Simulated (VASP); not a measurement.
Here is the system:

```
ZrH2
1.0
    0.00000     2.39409     2.39409
    2.39409     0.00000     2.39409
    2.39409     2.39409     0.00000
Zr H
1 2
Cartesian
  0.00000   0.00000   0.00000
  3.59113   3.59113   3.59113
  1.19704   1.19704   1.19704
```

All values below come from r2SCAN meta-GGA, VASP's PBE PAW potentials (set 64) (plane waves; VASP). Numerical set-up: 480 eV cut-off, 10×10×10 Γ-centred mesh, first-order Methfessel-Paxton smearing of 0.10 eV, potentials Zr_sv H.

Energy and stress use the plane-wave basis of the starting cell.

### Question
The ions, cell shape and volume at an external pressure of 30.0 GPa are relaxed. What does this cell relax into?

### Answer

```
ZrH2
1.0
    0.00000     2.27612     2.27612
    2.27612     0.00000     2.27612
    2.27612     2.27612     0.00000
Zr H
1 2
Direct
  0.00000   0.00000   0.00000
  0.75000   0.75000   0.75000
  0.25000   0.25000   0.25000
```
Space group Fm-3m (225), at a tolerance of 0.03 Å.

### Question
How do energy and volume change from the first to the last step?

### Answer
The energy (σ→0) changes by +110.1 meV/atom and the volume by -14.1 %, in 6 ionic steps.

The structure comes from a computed database's ZrH2 entry (Fm-3m); how it stands against other phases isn't given here. This run relaxes it under an external pressure of 30 GPa. Symmetry was kept, so distortions that lower it aren't found.
